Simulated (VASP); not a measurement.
Energy against volume of Ti (hcp). All values below come from vdW-DF2, VASP's PBE PAW potentials (set 64) (plane waves; VASP). Settings: 520 eV cut-off, 14×14×8 Γ-centred mesh, first-order Methfessel-Paxton smearing of 0.10 eV, potentials Ti_sv.

Shape and ions are relaxed at each volume.

| V (Å³/atom) | E (eV/atom) |
|---|---|
| 17.411 | -4.34294 |
| 17.950 | -4.34896 |
| 18.488 | -4.34419 |
| 19.026 | -4.33006 |

Problem. Fit these four points and predict the energy of the run at 16.873 Å³/atom.

Solution. A cubic in V^(−2/3), the third-order Birch-Murnaghan form, passes through the four points with V0 = 17.97 Å³/atom and B0 = 106 GPa, and gives -4.3245 eV/atom there. The run gave -4.3245 eV/atom, +0.0 meV/atom from the fit; all five points give B0 = 106 GPa.

The compound is Ti in the hcp structure. It was relaxed first.
